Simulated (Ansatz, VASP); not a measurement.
# Si7H2O15: VASP beside Ansatz, part 2 of 3

Aim: how closely do two programs agree when they are given the same cell, functional and k mesh? Of the first pair: The structure shown is the start of the Ansatz relaxation below; VASP solves that cell, so the two are compared at the walk's first step.

VASP 6.6.1 and Ansatz 0.2.0.

So far: The starting structure; Ansatz: relaxation, PBE with D3(BJ).

## 3. VASP: single point, PBE with D3(BJ), start cell, pair 1

Level of this step: PBE with D3(BJ); plane waves and PAW (Si, H, O) (VASP).

The same cell, functional, mesh and smearing now go to VASP, with its own data sets.

Lines of VASP's logs that name or quote its potential files are left out, and so is its time.

The input, INCAR:

```
SYSTEM = Si7H2O15
PREC = Accurate
ENCUT = 520
EDIFF = 1E-06
NELM = 120
ISMEAR = -1
SIGMA = 0.05
LREAL = Auto
ALGO = Normal
GGA = PE
IVDW = 12
NBANDS = 160
LORBIT = 11
LWAVE = .FALSE.
LCHARG = .FALSE.
ISIF = 2
LASPH = .TRUE.
GGA_COMPAT = .FALSE.
EFERMI = MIDGAP
KPAR = 8
```

The input, POSCAR:

```
Si7H2O15
1.0
    8.5690560000      0.0000000000      0.0000000000
    0.0000000000      8.5690560000      0.0000000000
    0.0000000000      0.0000000000      8.5690560000
Si H O
14 4 30
Direct
    0.9407189077      0.7106649787      0.9427539043
    0.8183399665      0.2748250216      0.6259829554
    0.6230259202      0.0495909935      0.4610779764
    0.9095589993      0.5428279381      0.3953770404
    0.3006969496      0.2967519409      0.7654279538
    0.2635150243      0.5790299422      0.2794010215
    0.3051479650      0.9551039228      0.2926020089
    0.7165929363      0.9030079859      0.1446430039
    0.1135400446      0.0807370147      0.5525360086
    0.7550359106      0.7581430207      0.6200449618
    0.2445150318      0.8119640016      0.7728899193
    0.4402800028      0.5674969332      0.5900700147
    0.4491770155      0.0335609897      0.9685149683
    0.9650860025      0.3485190201      0.9377079576
    0.5806449392      0.6532189777      0.1824959482
    0.3907660307      0.6049490166      0.0715959844
    0.8643669734      0.2516839661      0.1408549553
    0.8326309222      0.3853119877      0.2589620140
    0.3865450290      0.5253229761      0.4171979971
    0.9401439318      0.1343710439      0.5801419666
    0.6107620256      0.6381040105      0.6039909180
    0.6781989755      0.9247459697      0.5867039497
    0.8301419666      0.3016969430      0.8066599168
    0.6602569758      0.2172289456      0.5370179632
    0.9336180088      0.5290830168      0.9790530019
    0.1577890260      0.9468269317      0.6770580097
    0.3411299914      0.0293220163      0.1253729699
    0.0862559423      0.5375309719      0.3277670259
    0.8745159327      0.7131650207      0.4780679459
    0.2345790481      0.2167649505      0.6027190160
    0.3347059466      0.5201159848      0.1239409569
    0.6270229766      0.0113859683      0.0149930167
    0.7798849722      0.4842449390      0.2815319447
    0.4005079439      0.1777360307      0.8684859803
    0.4505609486      0.0041879759      0.4037549760
    0.3147599922      0.6978719710      0.6482569375
    0.5996609195      0.7652939834      0.1699650463
    0.3907859862      0.8754040118      0.8770159747
    0.8340799733      0.7437499533      0.7883259253
    0.8937609930      0.4256080250      0.5451629678
    0.1361069411      0.3352749708      0.8508389956
    0.7244639316      0.0199960182      0.2972279560
    0.9516779911      0.2279330419      0.0709129454
    0.1182169891      0.7427529940      0.8908859972
    0.2724950100      0.7728959876      0.2776149438
    0.4130240251      0.4332389705      0.7136089436
    0.1494840272      0.0293340363      0.3740700259
    0.8799220124      0.8311150026      0.0797090135
```

The input, KPOINTS:

```
Automatic mesh
0
Gamma
2 2 2
0 0 0
```

PAW data sets: Si, H and O (PBE family, release 64).

Launch:

```bash
> mpirun -np 8 vasp_std
```

Numbers of over 12 decimals in the logs are rounded to 6 here.

The log of the run:

```text
[banner, memory and clock lines left out]
running    8 mpi-ranks, on    1 nodes
[...]
|                                                                             |
|           W    W    AA    RRRRR   N    N  II  N    N   GGGG   !!!           |
|           W    W   A  A   R    R  NN   N  II  NN   N  G    G  !!!           |
|           W    W  A    A  R    R  N N  N  II  N N  N  G       !!!           |
|           W WW W  AAAAAA  RRRRR   N  N N  II  N  N N  G  GGG   !            |
|           WW  WW  A    A  R   R   N   NN  II  N   NN  G    G                |
|           W    W  A    A  R    R  N    N  II  N    N   GGGG   !!!           |
|                                                                             |
|     For optimal performance we recommend to set                             |
|       NCORE = 2 up to number-of-cores-per-socket                            |
|     NCORE specifies how many cores store one orbital (NPAR=cpu/NCORE).      |
|     This setting can greatly improve the performance of VASP for DFT.       |
|     The default, NCORE=1 might be grossly inefficient on modern             |
|     multi-core architectures or massively parallel machines. Do your        |
|     Unfortunately you need to use the default for GW and RPA                |
|     calculations (for HF NCORE is supported but not extensively tested      |
|     yet).                                                                   |
|                                                                             |

 LDA part: xc-table for (Slater+PW92), standard interpolation
 POSCAR, INCAR and KPOINTS ok, starting setup
[...]
entering main loop
       N       E                     dE             d eps       ncg     rms          rms(c)
DAV:   1     0.157802597946E+04    0.15780E+04   -0.12427E+05  2584   0.138E+03
DAV:   2    -0.267592322407E+03   -0.18456E+04   -0.17931E+04  3096   0.328E+02
DAV:   3    -0.403255783437E+03   -0.13566E+03   -0.13486E+03  3120   0.936E+01
DAV:   4    -0.405422939263E+03   -0.21672E+01   -0.21604E+01  3128   0.127E+01
[...]
DAV:  15    -0.355635952369E+03    0.13705E-04   -0.44452E-05  2896   0.270E-02    0.913E-03
DAV:  16    -0.355635952680E+03   -0.31142E-06   -0.13992E-05  3152   0.138E-02    0.782E-03
DAV:  17    -0.355635953243E+03   -0.56310E-06   -0.26764E-06  2144   0.604E-03
   1 F= -.36130709E+03 E0= -.36130709E+03  d E =-.155153E-20
```

From OUTCAR (step 3):

```text
 Edisp (eV)   -5.67114

  Total      10.44088    23.24942    20.37376     1.85557    -8.86863     0.56030
  in kB      26.58573    59.20027    51.87794     4.72486   -22.58231     1.42670
  external pressure =       45.89 kB  Pullay stress =        0.00 kB

 POSITION                                       TOTAL-FORCE (eV/Angst)
 -----------------------------------------------------------------------------------
      8.06107      6.08973      8.07851        -0.199087      1.485224     -1.160313
      7.01240      2.35499      5.36408         1.604532     -0.938155     -1.738200
      5.33874      0.42495      3.95100         0.334040     -1.288211     -1.999660
      7.79406      4.65152      3.38801         2.145768      2.161297      4.312281
      2.57669      2.54288      6.55900        -2.187246     -1.560677     -1.311560
      2.25808      4.96174      2.39420        -0.211704      3.102038      3.949189
      2.61483      8.18434      2.50732        -0.294216      0.520232      0.380764
      6.14053      7.73793      1.23945         0.400557      1.468181      0.133808
      0.97293      0.69184      4.73471         1.752799     -0.189654      0.348331
      6.46994      6.49657      5.31320        -0.108777     -0.460149     -0.441669
      2.09526      6.95776      6.62294         0.495113      1.628520      0.372941
      3.77278      4.86291      5.05634        -1.150481      1.765698      0.214592
      3.84902      0.28759      8.29926        -1.734429     -2.621966      0.953476
      8.26988      2.98648      8.03527         1.174506      1.790786     -4.724485
[...]
-----------------------------------------------------------------------------------
    total drift:                                0.021376     -0.009469     -0.014857

  FREE ENERGIE OF THE ION-ELECTRON SYSTEM (eV)
  ---------------------------------------------------
  free  energy   TOTEN  =      -361.3070907253 eV

  energy  without entropy=     -361.3070907253  energy(sigma->0) =     -361.30709073

[... 3 further parts left out ...]
[key lines of the parts left out:]
E-fermi :   2.8914
```

The run ends at a pressure of 4.59 GPa, with forces up to 5.3 eV/Å.

## 4. Differences

Known differences besides the potentials themselves: the cutoff is 420 eV in Ansatz and 520 eV in VASP (PREC = Accurate, projectors in real space). Total energies have different zeros and are not compared.

Forces on 10 of the 48 atoms, those with the largest forces and the largest differences (eV/Å; atoms numbered as in POSCAR):

| atom | Ansatz x, y, z | VASP x, y, z |
| --- | --- | --- |
| Si4 | 2.067, 2.114, 4.279 | 2.146, 2.161, 4.312 |
| Si6 | -0.181, 3.125, 3.911 | -0.212, 3.102, 3.949 |
| Si13 | -1.737, -2.667, 0.969 | -1.734, -2.622, 0.953 |
| Si14 | 1.156, 1.774, -4.696 | 1.175, 1.791, -4.724 |
| H17 | 0.260, -1.063, -0.386 | 0.200, -1.086, -0.308 |
| H18 | -0.896, -0.102, -0.422 | -0.873, -0.221, -0.473 |
| O31 | 1.068, -0.987, -3.053 | 1.052, -1.016, -3.056 |
| O33 | -1.438, -0.971, -2.409 | -1.508, -0.903, -2.429 |
| O37 | -2.032, -2.514, 0.644 | -2.012, -2.524, 0.644 |
| O43 | -0.593, -1.448, 3.332 | -0.567, -1.463, 3.325 |

The forces differ by 24 meV/Å r.m.s., which is 2.0 % of the r.m.s. force of 1.224 eV/Å (both taken over all components).

## 5. Ansatz: relaxation, PBE with D3(BJ)

This run makes the geometry at which the two programs are then compared. The cell compared in this pair holds 667.05 Å³, against 629.21 Å³ for the pair before.

The structure compared here is the end of the Ansatz relaxation.

The input, input.yaml:

```yaml
crystal:
  lattice:
    - [8.5690556378, 0.0, 0.0]
    - [0.0, 8.5690556378, 0.0]
    - [0.0, 0.0, 8.5690556378]
  atoms:
    - { symbol: Si, position: [0.940719, 0.710665, 0.942754] }
    - { symbol: Si, position: [0.81834, 0.274825, 0.625983] }
    - { symbol: Si, position: [0.623026, 0.049591, 0.461078] }
    - { symbol: Si, position: [0.909559, 0.542828, 0.395377] }
    - { symbol: Si, position: [0.300697, 0.296752, 0.765428] }
    - { symbol: Si, position: [0.263515, 0.57903, 0.279401] }
    - { symbol: Si, position: [0.305148, 0.955104, 0.292602] }
    - { symbol: Si, position: [0.716593, 0.903008, 0.144643] }
    - { symbol: Si, position: [0.11354, 0.080737, 0.552536] }
    - { symbol: Si, position: [0.755036, 0.758143, 0.620045] }
    - { symbol: Si, position: [0.244515, 0.811964, 0.77289] }
    - { symbol: Si, position: [0.44028, 0.567497, 0.59007] }
    - { symbol: Si, position: [0.449177, 0.033561, 0.968515] }
    - { symbol: Si, position: [0.965086, 0.348519, 0.937708] }
    - { symbol: H, position: [0.580645, 0.653219, 0.182496] }
    - { symbol: H, position: [0.390766, 0.604949, 0.071596] }
    - { symbol: H, position: [0.864367, 0.251684, 0.140855] }
    - { symbol: H, position: [0.832631, 0.385312, 0.258962] }
    - { symbol: O, position: [0.386545, 0.525323, 0.417198] }
    - { symbol: O, position: [0.940144, 0.134371, 0.580142] }
    - { symbol: O, position: [0.610762, 0.638104, 0.603991] }
    - { symbol: O, position: [0.678199, 0.924746, 0.586704] }
    - { symbol: O, position: [0.830142, 0.301697, 0.80666] }
    - { symbol: O, position: [0.660257, 0.217229, 0.537018] }
    - { symbol: O, position: [0.933618, 0.529083, 0.979053] }
    - { symbol: O, position: [0.157789, 0.946827, 0.677058] }
    - { symbol: O, position: [0.34113, 0.029322, 0.125373] }
    - { symbol: O, position: [0.086256, 0.537531, 0.327767] }
    - { symbol: O, position: [0.874516, 0.713165, 0.478068] }
    - { symbol: O, position: [0.234579, 0.216765, 0.602719] }
    - { symbol: O, position: [0.334706, 0.520116, 0.123941] }
    - { symbol: O, position: [0.627023, 0.011386, 0.014993] }
    - { symbol: O, position: [0.779885, 0.484245, 0.281532] }
    - { symbol: O, position: [0.400508, 0.177736, 0.868486] }
    - { symbol: O, position: [0.450561, 0.004188, 0.403755] }
    - { symbol: O, position: [0.31476, 0.697872, 0.648257] }
    - { symbol: O, position: [0.599661, 0.765294, 0.169965] }
    - { symbol: O, position: [0.390786, 0.875404, 0.877016] }
    - { symbol: O, position: [0.83408, 0.74375, 0.788326] }
    - { symbol: O, position: [0.893761, 0.425608, 0.545163] }
    - { symbol: O, position: [0.136107, 0.335275, 0.850839] }
    - { symbol: O, position: [0.724464, 0.019996, 0.297228] }
    - { symbol: O, position: [0.951678, 0.227933, 0.070913] }
    - { symbol: O, position: [0.118217, 0.742753, 0.890886] }
    - { symbol: O, position: [0.272495, 0.772896, 0.277615] }
    - { symbol: O, position: [0.413024, 0.433239, 0.713609] }
    - { symbol: O, position: [0.149484, 0.029334, 0.37407] }
    - { symbol: O, position: [0.879922, 0.831115, 0.079709] }
  symmetry: { detect: false }
kpoints:
  mp_grid: { grid: [2, 2, 2] }
scf:
  occupations: { method: fermi_dirac, width: 0.05 }
hamiltonian:
  xc: pbe
  dispersion: d3bj
  pseudopotentials: { kind: paw, azcp: { folder: soft_1 } }
output:
  forces: true
  stress: true
relax:
  f_tol: 0.04
  max_steps: 150
  escape_saddle: false
  cell: { stress_tol: 0.4, fix: [] }
```

Launch:

```bash
> ansatz run input.yaml --threads 4 --pin off --max-ram 16384MiB --backend cpu --events-out ev --progress --plain --runs-dir out
```

The log of the run:

```text
[...]
Crystal: 48 atoms, lattice volume = 629.215 Å³
Basis set: ecut = 420 eV, 12293 PW (Γ), exchange–correlation on 120×120×120 points (8 copies of the dense FFT grid, shifted against one another)
Bands: 168, of which v1, the nominal top of the filled ones, is band 120 counted from 1 (119 counted from 0)
Symmetry: 1 space group operations
k-points: 8
[...]
- { symbol: O, position: [0.681024, 0.205899, 0.519098] }
    - { symbol: O, position: [0.924472, 0.561132, 0.950311] }
    - { symbol: O, position: [0.145340, 0.891301, 0.625955] }
[...]
- { symbol: O, position: [0.306633, 0.786381, 0.345384] }
    - { symbol: O, position: [0.427778, 0.398221, 0.727510] }
    - { symbol: O, position: [0.155959, 0.046284, 0.375044] }
    - { symbol: O, position: [0.871516, 0.844678, 0.068809] }
[key lines of the parts left out:]
SCF converged after 4 iterations
Free energy (F): -26040.560762 eV
Fermi energy:    3.677752 eV
P = ⅓ Tr σ = -0.0072 GPa (-0.072 kbar)
```

[end of part 2 of 3]

[Lines on the potential files, build, host, timing and source positions are cut from VASP's logs without a mark.]

[Logs are printed without paths, hosts, clocks, repeated set-up lines and the standing remarks that a program may print on its own settings, such as how far it seeks lower states.]

[Hosts, paths, dates, database ids (printed as entryN), source tags and the programs' standing remarks are cut or masked in the printed files.]
